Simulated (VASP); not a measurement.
Data:

```
CELL_PARAMETERS angstrom
      4.48506     0.00000     0.00000
      0.00000     4.48506     0.00000
      0.00000     0.00000    16.67658
ATOMIC_POSITIONS crystal
  Y  0.50000 0.00000 0.58025
  Y  0.00000 0.50000 0.41975
  P  0.00000 0.00000 0.50000
  P  0.50000 0.50000 0.50000
```

The numbers are results of PBE GGA, VASP's PBE PAW potentials (set 64) (plane waves; VASP), not measurements. Numerical set-up: 300 eV cut-off, 4×4×1 Γ-centred mesh, Gaussian smearing of 0.10 eV, potentials Y_sv P.

The cell holds a wide vacuum, so values per volume refer to the whole cell.

**Question.** Estimate the energy per atom (σ→0), largest force, band gap (on the k-mesh) with the smallest direct gap where there is one.

**Answer.** 
```
Quantity                                                     Value
------------------------  ----------------------------------------
band gap (on the k-mesh)  none (metal, semimetal or under 0.01 eV)
energy per atom (σ→0)                           -591.5 kJ/mol-atom
largest force                                      0.00831 Ry/bohr
```

The cell is a sheet with vacuum, built from a generated structure.
